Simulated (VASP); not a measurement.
Output of a VASP run:

File OSZICAR:
```
       N       E                     dE             d eps       ncg     rms          rms(c)
DAV:   1     0.238940856012E+03    0.23894E+03   -0.18383E+04   400   0.161E+03
DAV:   2    -0.414907282847E+02   -0.28043E+03   -0.27327E+03   568   0.410E+02
DAV:   3    -0.523656486824E+02   -0.10875E+02   -0.10847E+02   480   0.794E+01
DAV:   4    -0.527146138080E+02   -0.34897E+00   -0.34833E+00   680   0.125E+01
DAV:   5    -0.527159465881E+02   -0.13328E-02   -0.13327E-02   468   0.794E-01    0.830E+00
DAV:   6    -0.431412013137E+02    0.95747E+01   -0.45033E+00   500   0.191E+01    0.295E+00
DAV:   7    -0.417309775398E+02    0.14102E+01   -0.27138E+00   460   0.182E+01    0.251E+00
DAV:   8    -0.416362062871E+02    0.94771E-01   -0.44578E-01   416   0.845E+00    0.157E+00
DAV:   9    -0.407610274774E+02    0.87518E+00   -0.81386E-01   400   0.762E+00    0.168E+00
DAV:  10    -0.421943997692E+02   -0.14334E+01   -0.10844E+00   400   0.830E+00    0.724E-01
DAV:  11    -0.417266234019E+02    0.46778E+00   -0.92273E-02   408   0.365E+00    0.448E-01
DAV:  12    -0.417397752792E+02   -0.13152E-01   -0.21508E-03   492   0.472E-01    0.382E-01
DAV:  13    -0.417599889883E+02   -0.20214E-01   -0.31291E-03   432   0.725E-01    0.328E-01
DAV:  14    -0.417539296402E+02    0.60593E-02   -0.11630E-02   476   0.842E-01    0.621E-02
DAV:  15    -0.417654766684E+02   -0.11547E-01   -0.47120E-03   412   0.932E-01    0.733E-02
DAV:  16    -0.417655476255E+02   -0.70957E-04   -0.73596E-05   652   0.683E-02    0.720E-02
DAV:  17    -0.417654611594E+02    0.86466E-04   -0.65477E-05   456   0.760E-02    0.686E-02
DAV:  18    -0.417655033916E+02   -0.42232E-04   -0.21209E-04   432   0.194E-01    0.953E-03
DAV:  19    -0.417655760269E+02   -0.72635E-04   -0.51575E-05   424   0.108E-01    0.206E-02
DAV:  20    -0.417655771554E+02   -0.11286E-05   -0.60190E-06   464   0.276E-02    0.123E-02
DAV:  21    -0.417655856801E+02   -0.85247E-05   -0.32373E-06   416   0.233E-02    0.218E-03
DAV:  22    -0.417655842592E+02    0.14209E-05   -0.91596E-07   296   0.110E-02    0.329E-03
DAV:  23    -0.417655840422E+02    0.21702E-06   -0.19162E-07   264   0.483E-03
   1 F= -.41765584E+02 E0= -.41765584E+02  d E =-.417656E+02
```

### OUTCAR
```
------------------------ aborting loop because EDIFF is reached ----------------------------------------
  FORCE on cell =-STRESS in cart. coord.  units (eV):
  Direction    XX          YY          ZZ          XY          YZ          ZX
  --------------------------------------------------------------------------------------
  Total       -0.0720260     -0.0720260     -0.0720260     -0.0000000      0.0000000      0.0000000
  in kB       -1.8586518     -1.8586518     -1.8586518     -0.0000000      0.0000000      0.0000000
  external PRESSURE =      -1.8586518 kB  Pullay stress =       0.0000000 kB
  volume of cell :       62.09
      direct lattice vectors                 reciprocal lattice vectors
     3.959745345  0.000000000  0.000000000     0.252541493  0.000000000  0.000000000
     0.000000000  3.959745345  0.000000000     0.000000000  0.252541493  0.000000000
     0.000000000  0.000000000  3.959745345     0.000000000  0.000000000  0.252541493
 POSITION                                       TOTAL-FORCE (eV/Angst)
 -----------------------------------------------------------------------------------
      0.00000      0.00000      0.00000         0.000000      0.000000      0.000000
      1.97987      1.97987      1.97987         0.000000      0.000000      0.000000
      1.97987      0.00000      1.97987         0.000000      0.000000      0.000000
      0.00000      1.97987      1.97987         0.000000      0.000000      0.000000
      1.97987      1.97987      0.00000         0.000000      0.000000      0.000000
 -----------------------------------------------------------------------------------
    total drift:                                0.000000      0.000000     -0.000000
  FREE ENERGIE OF THE ION-ELECTRON SYSTEM (eV)
  ---------------------------------------------------
  free  energy   TOTEN  =       -41.7655840422 eV

  energy  without entropy=      -41.7655840422  energy(sigma->0) =      -41.76558404

 reached required accuracy - stopping structural energy minimisation
```
(Selected blocks of OUTCAR.)

**POSCAR**
```
KMgF3
1
    3.9597453453     0.0000000000     0.0000000000
    0.0000000000     3.9597453453     0.0000000000
   -0.0000000000     0.0000000000     3.9597453453
K Mg F
1 1 3
Direct
  0.0000000000   0.0000000000   0.0000000000
  0.5000000000   0.5000000000   0.5000000000
  0.5000000000   0.0000000000   0.5000000000
  0.0000000000   0.5000000000   0.5000000000
  0.5000000000   0.5000000000   0.0000000000
```

### Question
Write an INCAR and KPOINTS that could have produced this output.

### Answer
One answer among several that fit: the input of the run itself, SCAN meta-GGA, plane waves, VASP's PBE PAW potentials (set 64).

**KPOINTS**
```
Automatic mesh
0
Gamma
5 5 5
0 0 0
```

INCAR:
```
! general
SYSTEM =KMgF3
PREC   =Accurate
ENCUT  =520
LREAL  =.FALSE.
LASPH  =.TRUE.   ! aspherical one-centre terms

! electronic loop
EDIFF  =1E-6   ! SCF stop (eV)
NELM   =100   ! most electronic steps
ALGO   =Normal
LMIXTAU=.TRUE.

! smearing
ISMEAR =0
SIGMA  =0.05   ! width (eV)

! functional
METAGGA=SCAN

! ions
IBRION =2   ! conjugate gradients
NSW    =60   ! most ionic steps
ISIF   =3   ! ions, shape and volume
EDIFFG =-0.02

! output
LWAVE  =.FALSE.
LCHARG =.FALSE.
```

POTCAR, in this order: K_sv Mg F (PBE.64 set). Program: vasp_std.

The compound is KMgF3 in the cubic perovskite structure. It was relaxed first. The start is the result of an earlier pass.
